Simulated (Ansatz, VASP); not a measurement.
**Ti3As (Ti3As (P4_2/n)): VASP beside Ansatz**

Wanted: the spread between two codes on one cell, functional and k mesh. The structure shown is the start of the Ansatz relaxation below; VASP solves that cell, so the two are compared at the walk's first step.

Program: Ansatz 0.2.0. Level of theory: plane waves, with VASP 6.6.1 beside it; single point at PBEsol. Results are calculated unless marked as measured.

**1. Set-up**

Symmetry: P4_2/n, No. 86, tetragonal system. Conventional cell: a = 10.140 Å, b = 10.140 Å, c = 5.099 Å, α = 90.00°, β = 90.00°, γ = 90.00°. Nearest to Ti lie 2 As at 2.58 to 2.63 Å and 2 Ti at 2.69 to 2.84 Å. Nearest to Ti lie 4 As at 2.61 to 2.64 Å and 1 Ti at 2.83 Å. Nearest to Ti lie 3 As at 2.55 to 2.69 Å and 2 Ti at 2.83 to 2.84 Å. Nearest to As lie 9 Ti at 2.55 to 2.69 Å. Farther neighbours are not listed.

**2. Ansatz: relaxation, PBEsol**

Ansatz runs on its default PAW (the set named soft_2) files.

The two programs are compared at the cell with which this relaxation starts, whose forces are those of its first step.

input.yaml

```yaml
crystal:
  lattice:
    - [10.1403218, 0.0, 0.0]
    - [0.0, 10.1403218, 0.0]
    - [0.0, 0.0, 5.0992005]
  atoms:
    - { symbol: Ti, position: [0.58156758, 0.89541706, 0.0359081] }
    - { symbol: Ti, position: [0.41843242, 0.10458294, 0.0359081] }
    - { symbol: Ti, position: [0.39541706, 0.91843242, 0.5359081] }
    - { symbol: Ti, position: [0.60458294, 0.08156758, 0.5359081] }
    - { symbol: Ti, position: [0.91843242, 0.60458294, 0.4640919] }
    - { symbol: Ti, position: [0.08156758, 0.39541706, 0.4640919] }
    - { symbol: Ti, position: [0.10458294, 0.58156758, 0.9640919] }
    - { symbol: Ti, position: [0.89541706, 0.41843242, 0.9640919] }
    - { symbol: Ti, position: [0.0277854, 0.85694462, 0.71296858] }
    - { symbol: Ti, position: [0.9722146, 0.14305538, 0.71296858] }
    - { symbol: Ti, position: [0.35694462, 0.4722146, 0.21296858] }
    - { symbol: Ti, position: [0.64305538, 0.5277854, 0.21296858] }
    - { symbol: Ti, position: [0.4722146, 0.64305538, 0.78703142] }
    - { symbol: Ti, position: [0.5277854, 0.35694462, 0.78703142] }
    - { symbol: Ti, position: [0.14305538, 0.0277854, 0.28703142] }
    - { symbol: Ti, position: [0.85694462, 0.9722146, 0.28703142] }
    - { symbol: Ti, position: [0.18240189, 0.28442491, 0.99485373] }
    - { symbol: Ti, position: [0.81759811, 0.71557509, 0.99485373] }
    - { symbol: Ti, position: [0.78442491, 0.31759811, 0.49485373] }
    - { symbol: Ti, position: [0.21557509, 0.68240189, 0.49485373] }
    - { symbol: Ti, position: [0.31759811, 0.21557509, 0.50514627] }
    - { symbol: Ti, position: [0.68240189, 0.78442491, 0.50514627] }
    - { symbol: Ti, position: [0.71557509, 0.18240189, 0.00514627] }
    - { symbol: Ti, position: [0.28442491, 0.81759811, 0.00514627] }
    - { symbol: As, position: [0.04100357, 0.79436448, 0.21149811] }
    - { symbol: As, position: [0.95899643, 0.20563552, 0.21149811] }
    - { symbol: As, position: [0.29436448, 0.45899643, 0.71149811] }
    - { symbol: As, position: [0.70563552, 0.54100357, 0.71149811] }
    - { symbol: As, position: [0.45899643, 0.70563552, 0.28850189] }
    - { symbol: As, position: [0.54100357, 0.29436448, 0.28850189] }
    - { symbol: As, position: [0.20563552, 0.04100357, 0.78850189] }
    - { symbol: As, position: [0.79436448, 0.95899643, 0.78850189] }
basis:
  ecutwfc: 420
  xc_grid: 2
hamiltonian:
  xc: pbesol
kpoints:
  mp_grid: { grid: [4, 4, 8] }
scf:
  occupations: { method: fermi_dirac, width: 0.05 }
  max_iter: 150
output:
  forces: true
  stress: true
relax:
  f_tol: 0.01
  max_steps: 60
  cell: {}
checkpoint:
  write: "../pbesol.run"
  compress: false
  write_wavefunctions: false
  write_every: 100000
```

Run with:

```
$ ansatz run input.yaml --threads 4 --pin off --max-ram 6594MiB --backend cpu --events-out ev --progress --plain --runs-dir out
```

Numbers of over 12 decimals in the logs are rounded to 6 here.

What it wrote:

```text
Engine: ansatz 0.2.0, x86_64-unknown-linux-gnu
Pseudopotentials: kind: paw
Pseudopotential: Ti, paw, valence charge 12, recommended cutoff 420 eV (normal), Ti.paw.azcp
Pseudopotential: As, paw, valence charge 15, recommended cutoff 420 eV (normal), As.paw.azcp
Functional definition: PBEsol
  exchange = pbesol_x
  correlation = pbesol_c
Crystal: 32 atoms, lattice volume = 524.331 Å³
Basis set: ecut = 420 eV, 10213 PW (Γ), exchange–correlation on 144×144×72 points (8 copies of the dense FFT grid, shifted against one another)
Bands: 245, of which v1, the nominal top of the filled ones, is band 204 counted from 1 (203 counted from 0)
Symmetry: 8 space group operations
Space group: P42/n (ITA 86), of the structure as read, at distance tolerance 8.1e-5 Å
k-points: 30 of 128
Non-local potential: Ti, projectors of the file, l = 0: 3, l = 1: 2, l = 2: 3, l = 3: 1
Non-local potential: As, projectors of the file, l = 0: 2, l = 1: 2, l = 2: 3, l = 3: 1
PAW form: soft (Blöchl's): semilocal exchange-correlation on the pseudo side does not see the compensation charge
PAW frozen core: Ti, regenerated for the run's functional, and the local potential with it (the file was generated under x = pbe(κ = 0.804, μ = 0.219515), c = pbe(β = 0.066725))
PAW frozen core: As, regenerated for the run's functional, and the local potential with it (the file was generated under x = pbe(κ = 0.804, μ = 0.219515), c = pbe(β = 0.066725))
PAW one-centre angular grid: Ti, 590 points (default); XC on 64 Gauss nodes
PAW one-centre angular grid: As, 590 points (default); XC on 64 Gauss nodes
Initial density: superposition of atomic densities (neutral atoms: chi_scale 0, normalization atom), corrected by the library's trained network
Initial wavefunctions: pseudopotential atomic-orbital guess
Functional: x = pbesol(κ = 0.804, μ = 0.123457), c = pbesol(β = 0.046)
SCF iter   1: F=—  HF=-97900.872051 eV  |F-HF|=—  |Δ(HF+E_count)|=         —  Δρ=9.87e-3  dr2=1.05e0  ethr=1.77e-3  ⟨swp⟩=7.9  Hψ=29377  notcnv=0  defer=27
preconditioner: auto → Kerker (q_TF=auto, 2.617 Å⁻¹)  [metal: Δε(μ)=0.011 eV  Ē_g=4.606 eV  σ=0.050 eV  W_gap=0.05  n_scr=164 (ndim 8)  ℏωp=18.9 eV  f_vac=0.000  D(μ)=24.40/eV (n_scr^D=224)]
SCF iter   2: F=—  HF=-97900.774789 eV  |F-HF|=—  |Δ(HF+E_count)|=   9.73e-2  Δρ=4.04e-3  dr2=2.20e-1  ethr=2.56e-4  ⟨swp⟩=2.2  Hψ=9227  notcnv=0  defer=278
SCF iter   3: F=—  HF=-97900.756640 eV  |F-HF|=—  |Δ(HF+E_count)|=   1.81e-2  Δρ=9.29e-4  dr2=9.03e-3  ethr=5.39e-5  ⟨swp⟩=2.0  Hψ=7809  notcnv=0  defer=278
SCF iter   4: F=—  HF=-97900.755323 eV  |F-HF|=—  |Δ(HF+E_count)|=   1.32e-3  Δρ=2.54e-4  dr2=7.30e-4  ethr=2.21e-6  ⟨swp⟩=2.0  Hψ=8658  notcnv=0  defer=278
SCF iter   5: F=—  HF=-97900.755138 eV  |F-HF|=—  |Δ(HF+E_count)|=   1.85e-4  Δρ=6.28e-5  dr2=2.83e-5  ethr=1.79e-7  ⟨swp⟩=2.0  Hψ=12512  notcnv=0  defer=278
SCF iter   6: F=—  HF=-97900.755467 eV  |F-HF|=—  |Δ(HF+E_count)|=   3.29e-4  Δρ=2.98e-5  dr2=4.84e-6  ethr=6.95e-9  ⟨swp⟩=2.0  Hψ=12953  notcnv=0  defer=278
SCF iter   7: F=—  HF=-97900.755465 eV  |F-HF|=—  |Δ(HF+E_count)|=   2.86e-6  Δρ=1.02e-5  dr2=5.86e-7  ethr=1.19e-9  ⟨swp⟩=2.0  Hψ=12491  notcnv=0  defer=278
SCF iter   8: F=-97900.755464 eV  HF=-97900.755464 eV  |F-HF|=3.30e-8  |Δ(HF+E_count)|=   8.55e-8  Δρ=2.81e-6  dr2=5.93e-8  ethr=2.45e-11  ⟨swp⟩=4.0  Hψ=20966  notcnv=0
SCF 1 converged in 8 iterations: F = -97900.755464 eV  dr2 = 5.93e-8
  greatest PAW one-centre occupation: 0.999 electrons in one spin orbital (limit 2), on the As atom at site 31 (counted from 0), in its partial waves of l = 2
relax step   1: F+E_penalty+E_count = -97900.75546445 eV  Δ(F+E_penalty+E_count) = +0.000e0 eV  max|allowed force component| = 6.172e-2 eV/Å  Δτ_max = 0.0000 Å  P = -3.889 GPa  Ω = 524.331 Å³  (8 SCF iters, dr2 threshold 1.00e-7 eV, accepted)
[...]
relax step   4: F+E_penalty+E_count = -97900.94313959 eV  Δ(F+E_penalty+E_count) = -5.761e-4 eV  max|allowed force component| = 7.428e-3 eV/Å  Δτ_max = 0.0022 Å  P = -0.013 GPa  Ω = 509.685 Å³  energy of the carried Pulay correction = +1.580e-3 eV  (6 SCF iters, dr2 threshold 7.73e-8 eV, accepted)
[...]
relax step   5: F+E_penalty+E_count = -97900.94163934 eV  Δ(F+E_penalty+E_count) = +1.500e-3 eV  max|allowed force component| = 7.414e-3 eV/Å  Δτ_max = 0.0000 Å  P = -0.013 GPa  Ω = 509.685 Å³  stress off target by 2.35e-2 GPa  SCF on the basis re-selected at this cell (its energy is not comparable with the rows above)  (6 SCF iters)
basis re-selected at this cell: Δ(F+E_penalty+E_count) = +1.500e-3 eV, ΔP = +0.000 GPa vs the last step (what re-selecting the basis moved, of the pressure what is left beyond the Pulay correction that the steps carried, after the strain that the cell walked since its last selection, with what the two solves' SCF thresholds leave and, on support functions, any second-order correction that the steps lacked; it is no m [...]
SCF converged after 6 iterations
Free energy (F): -97900.941639 eV
Harris-Foulkes:  -97900.941639 eV  (|F-HF|=1.46e-11)
Internal energy: -97900.729716 eV  (E = F + TS)
E sigma→0 (E₀):  -97900.835678 eV
Entropy (-TS):   -0.211924 eV (-6.623 meV/atom)
Fermi energy:    14.668083 eV
--- Per-component energies (eV) ---
  E_band       = -4732.595115
  E_kinetic    = 7413.811399
  E_local      = -30389.547665  (includes V_loc(G=0)·N_el)
  E_nonlocal   = -5114.641431
  E_hartree    = 14604.441243
  E_xc         = -2979.713976
  E_vxc        = -3589.817715  (∫ρ·V_xc dr)
  E_paw        = -38896.132143  (= ΣΔE_a)
  E_vpaw       = -2261.285123  (= ΣTr[D̂ρ^β])
  E_aug_tail   = 0.002869  (compensation charges beyond the density's cutoff)
  E_ewald      = -42550.026664
  E_core_change = 11.076653  (= ΣΔE_core)
  E_smearing   = -0.211924  (= −TS)
  E_closure    = -0.000000  (closes the sum)
  Σ components = -97900.941639   (vs F -97900.941639, Δ=0.00e0)
--- Forces (eV/Å), atoms counted from 1 ---
  atom   1  Ti     0.00186302    -0.00004716     0.00010613
  atom   2  Ti    -0.00186302     0.00004716     0.00010613
  atom   3  Ti    -0.00004716    -0.00186302     0.00010613
  atom   4  Ti     0.00004716     0.00186302     0.00010613
  atom   5  Ti    -0.00186302     0.00004716    -0.00010613
  atom   6  Ti     0.00186302    -0.00004716    -0.00010613
  atom   7  Ti     0.00004716     0.00186302    -0.00010613
  atom   8  Ti    -0.00004716    -0.00186302    -0.00010613
  atom   9  Ti    -0.00068865     0.00166028     0.00741379
  atom  10  Ti     0.00068865    -0.00166028     0.00741379
  atom  11  Ti     0.00166028     0.00068865     0.00741379
  atom  12  Ti    -0.00166028    -0.00068865     0.00741379
  atom  13  Ti     0.00068865    -0.00166028    -0.00741379
  atom  14  Ti    -0.00068865     0.00166028    -0.00741379
  atom  15  Ti    -0.00166028    -0.00068865    -0.00741379
  atom  16  Ti     0.00166028     0.00068865    -0.00741379
  atom  17  Ti     0.00154634     0.00032963    -0.00173840
  atom  18  Ti    -0.00154634    -0.00032963    -0.00173840
  atom  19  Ti     0.00032963    -0.00154634    -0.00173840
  atom  20  Ti    -0.00032963     0.00154634    -0.00173840
  atom  21  Ti    -0.00154634    -0.00032963     0.00173840
  atom  22  Ti     0.00154634     0.00032963     0.00173840
  atom  23  Ti    -0.00032963     0.00154634     0.00173840
  atom  24  Ti     0.00032963    -0.00154634     0.00173840
  atom  25  As     0.00121909    -0.00640028    -0.00273880
  atom  26  As    -0.00121909     0.00640028    -0.00273880
  atom  27  As    -0.00640028    -0.00121909    -0.00273880
  atom  28  As     0.00640028     0.00121909    -0.00273880
  atom  29  As    -0.00121909     0.00640028     0.00273880
  atom  30  As     0.00121909    -0.00640028     0.00273880
  atom  31  As     0.00640028     0.00121909     0.00273880
  atom  32  As    -0.00640028    -0.00121909     0.00273880
  max |Σ_I F_I| component: 7.37e-18 eV/Å
--- Stress (GPa, compression-positive) ---
       -0.007201      -0.000000      -0.000000
        0.000000      -0.007201       0.000000
       -0.000000       0.000000      -0.023526
  P = ⅓ Tr σ = -0.0126 GPa (-0.126 kbar)
--- Relaxed structure (4 steps of the walk, 4 accepted, 1 SCFs on fresh bases) ---
  F+E_penalty+E_count = -97900.94163934 eV   max|allowed force component| = 7.414e-3 eV/Å   (the final SCF, on the basis selected at the relaxed cell)
  cell:  # Å, volume = 509.6854 Å³
    - [10.047122, 0, 0]
    - [0, 10.047122, 0]
    - [0, 0, 5.049156]
  atoms:
    - { symbol: Ti, position: [0.581641, 0.895799, 0.037079] }
    - { symbol: Ti, position: [0.418359, 0.104201, 0.037079] }
    - { symbol: Ti, position: [0.395799, 0.918359, 0.537079] }
    - { symbol: Ti, position: [0.604201, 0.081641, 0.537079] }
    - { symbol: Ti, position: [0.918359, 0.604201, 0.462921] }
    - { symbol: Ti, position: [0.081641, 0.395799, 0.462921] }
    - { symbol: Ti, position: [0.104201, 0.581641, 0.962921] }
    - { symbol: Ti, position: [0.895799, 0.418359, 0.962921] }
    - { symbol: Ti, position: [0.027171, 0.857487, 0.713367] }
    - { symbol: Ti, position: [0.972829, 0.142513, 0.713367] }
    - { symbol: Ti, position: [0.357487, 0.472829, 0.213367] }
    - { symbol: Ti, position: [0.642513, 0.527171, 0.213367] }
    - { symbol: Ti, position: [0.472829, 0.642513, 0.786633] }
    - { symbol: Ti, position: [0.527171, 0.357487, 0.786633] }
    - { symbol: Ti, position: [0.142513, 0.027171, 0.286633] }
    - { symbol: Ti, position: [0.857487, 0.972829, 0.286633] }
    - { symbol: Ti, position: [0.182859, 0.284503, 0.994733] }
    - { symbol: Ti, position: [0.817141, 0.715497, 0.994733] }
    - { symbol: Ti, position: [0.784503, 0.317141, 0.494733] }
    - { symbol: Ti, position: [0.215497, 0.682859, 0.494733] }
    - { symbol: Ti, position: [0.317141, 0.215497, 0.505267] }
    - { symbol: Ti, position: [0.682859, 0.784503, 0.505267] }
    - { symbol: Ti, position: [0.715497, 0.182859, 0.00526748] }
    - { symbol: Ti, position: [0.284503, 0.817141, 0.00526748] }
    - { symbol: As, position: [0.040562, 0.794060, 0.211038] }
    - { symbol: As, position: [0.959438, 0.205940, 0.211038] }
    - { symbol: As, position: [0.294060, 0.459438, 0.711038] }
    - { symbol: As, position: [0.705940, 0.540562, 0.711038] }
    - { symbol: As, position: [0.459438, 0.705940, 0.288962] }
    - { symbol: As, position: [0.540562, 0.294060, 0.288962] }
    - { symbol: As, position: [0.205940, 0.040562, 0.788962] }
    - { symbol: As, position: [0.794060, 0.959438, 0.788962] }
```

Reading the cycles: dr2 is the Hartree energy of the density residual (eV), the measure of convergence; HF is the Harris–Foulkes estimate of the energy, which meets the free energy F at convergence.

(Continued in part 2 of 2.)

[Lines on the potential files, build, host, timing and source positions are cut from VASP's logs without a mark.]

[Logs are printed without paths, hosts, clocks, repeated set-up lines and the standing remarks that a program may print on its own settings, such as how far it seeks lower states.]

[Hosts, paths, dates, database ids (printed as entryN), source tags and the programs' standing remarks are cut or masked in the printed files.]
